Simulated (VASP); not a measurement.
The input files of a VASP run:

File KPOINTS:
```
Automatic mesh
0
Gamma
16 16 16
0 0 0
```

### INCAR
```
SYSTEM = Li
PREC = Accurate
ENCUT = 620
EDIFF = 1E-6
NELM = 100
ALGO = Normal
LREAL = .FALSE.
LASPH = .TRUE.
ISMEAR = 1
SIGMA = 0.1
LWAVE = .FALSE.
LCHARG = .FALSE.
IBRION = 2
ISIF = 3
NSW = 40
EDIFFG = -0.02
PSTRESS = 50
```

### POSCAR
```
Li
1.0
 -1.5519445831   1.5519445831   1.5519445831
  1.5519445831  -1.5519445831   1.5519445831
  1.5519445831   1.5519445831  -1.5519445831
Li
1
Cart
  0.0000000000   0.0000000000   0.0000000000
```

POTCAR, in this order: Li_sv (LDA.64 set). Program: vasp_std.

Q: Translate this LDA calculation to Quantum ESPRESSO's pw.x.

A: One equivalent input (not run):
```
&CONTROL
  calculation = 'vc-relax'
  pseudo_dir = './pseudo'
  outdir = './out'
  tprnfor = .true.
  tstress = .true.
  nstep = 40
  forc_conv_thr = 0.00078
/
&SYSTEM
  ibrav = 0
  nat = 1
  ntyp = 1
  ecutwfc = 74
  occupations = 'smearing'
  smearing = 'methfessel-paxton'
  degauss = 0.00735
  input_dft = 'pz'
/
&ELECTRONS
  conv_thr = 7.3e-08
  electron_maxstep = 100
/
&IONS
/
&CELL
  press = 50
/
ATOMIC_SPECIES
  Li 6.940 Li.upf
CELL_PARAMETERS angstrom
    -1.5519446    1.5519446    1.5519446
     1.5519446   -1.5519446    1.5519446
     1.5519446    1.5519446   -1.5519446
ATOMIC_POSITIONS crystal
  Li   0.0000000  0.0000000  0.0000000
K_POINTS automatic
  16 16 16 0 0 0
```
Limits of the translation: the potentials are each code's own (VASP's PAW set, PseudoDojo norm-conserving files in pw.x), so ENCUT and ecutwfc are chosen apart and not converted; conv_thr bounds pw.x's estimated SCF error, while EDIFF bounds the energy change between steps; forc_conv_thr acts on force components and is met together with etot_conv_thr.

The compound is Li in the bcc structure. It was relaxed first under an external pressure of 5 GPa.
